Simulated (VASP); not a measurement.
Set up this calculation in VASP 6.6.1, as the native input.

- Task: optical spectrum
- Functional: PBE
- Potentials or basis: VASP PAW PBE potentials, release 64 (Nb_sv)
- Cutoff: 520 eV
- k mesh: 14 × 14 × 14
- Occupations: methfessel-paxton, width 0.1 eV
- Spin: no spin polarisation
- Further INCAR settings: ALGO = Normal; EDIFF = 1e-07

The structure of Nb lies in POSCAR:

```
Nb                                      
1.0
   -1.6550000000      1.6550000000      1.6550000000
    1.6550000000     -1.6550000000      1.6550000000
    1.6550000000      1.6550000000     -1.6550000000
  Nb            
     1
Direct
     0.0000000000000000    0.0000000000000000    0.0000000000000000
```

The cell was built by a generator and needn't be a form met in nature.

These files were run (other wordings do the same):

INCAR

```
SYSTEM = Nb
PREC = Accurate ; ENCUT = 520
EDIFF = 1E-7 ; ISMEAR = 1
SIGMA = 0.1 ; LREAL = .False.
LASPH = .True. ; NELM = 100
ALGO = Normal ; ISIF = 2
LWAVE = .False. ; LCHARG = .False.
GGA = PE ; LOPTICS = .True.
NEDOS = 2000 ; CSHIFT = 0.1
```

KPOINTS

```
Automatic mesh
0
Gamma
  14 14 14
  0 0 0
```

Potentials or basis: VASP PAW PBE potentials, release 64 (Nb_sv).

Run with:

```sh
$ cat potpaw_PBE.64/Nb_sv/POTCAR > POTCAR
$ mpirun -np 1 vasp_std > vasp.out
```

It gave:

```yaml
Pressure: -0.1 GPa
Band_gap_on_the_k_mesh: none (metal or under the smearing width)
```

Caveat: independent-particle spectra lack excitons; the intraband (Drude) part of a metal's response may be missing.

Run time: 18 s on 1 thread of Intel(R) Xeon(R) Platinum 8259CL CPU @ 2.50GHz (Skylake/Cascade Lake), with other jobs on the host, peak memory 0.17 GiB.
